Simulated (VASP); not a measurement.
Crystal: Ta.

```
CELL_PARAMETERS angstrom
-1.65128 1.65128 1.65128
1.65128 -1.65128 1.65128
1.65128 1.65128 -1.65128
ATOMIC_POSITIONS crystal
Ta 0.00000 0.00000 0.00000
```

| Property | Result |
| --- | --- |
| Program | VASP 6.6.1 |
| Task | relaxation of cell and atoms |
| Functional | PBEsol |
| Potentials or basis | VASP PAW PBE potentials, release 64 (Ta_pv) |
| Cutoff | 520 eV |
| k mesh | 18 × 18 × 18 |
| Occupations | gaussian, width 0.1 eV |
| Spin | no spin polarisation |

At the start: pressure -3.9 GPa; volume 18.01 Å³/atom.

**Question.** Where does the relaxation end?

**Answer.** Over 6 steps the energy falls by 4.2 meV/atom and the volume is 17.67 Å³/atom (-1.9 %); space group Im-3m (No. 229, to 0.05 Å).

Step by step:
| step | energy change (eV) | largest force (eV/Å) | pressure (GPa) | volume (Å³) |
| --- | --- | --- | --- | --- |
| 1 | 0.0000 | 0.0000 | -3.86 | 18.01 |
| 2 | 0.0189 | 0.0000 | 10.11 | 16.90 |
| 3 | -0.0042 | 0.0000 | -0.05 | 17.67 |
| 4 | -0.0042 | 0.0000 | 0.03 | 17.67 |
| 5 | -0.0042 | 0.0000 | -0.04 | 17.67 |
| 6 | -0.0042 | 0.0000 | 0.01 | 17.67 |

Final structure:
```cif
data_structure
_symmetry_space_group_name_H-M 'P 1'
_symmetry_Int_Tables_number 1
_cell_length_a 2.8418
_cell_length_b 2.8418
_cell_length_c 2.8418
_cell_angle_alpha 109.471
_cell_angle_beta 109.471
_cell_angle_gamma 109.471
_cell_volume 17.67
loop_
_atom_site_label
_atom_site_type_symbol
_atom_site_fract_x
_atom_site_fract_y
_atom_site_fract_z
_atom_site_occupancy
Ta1 Ta 0.00000 0.00000 0.00000 1
```

Caveat: the PAW data sets were made with another functional, which shifts forces and pressure a little.
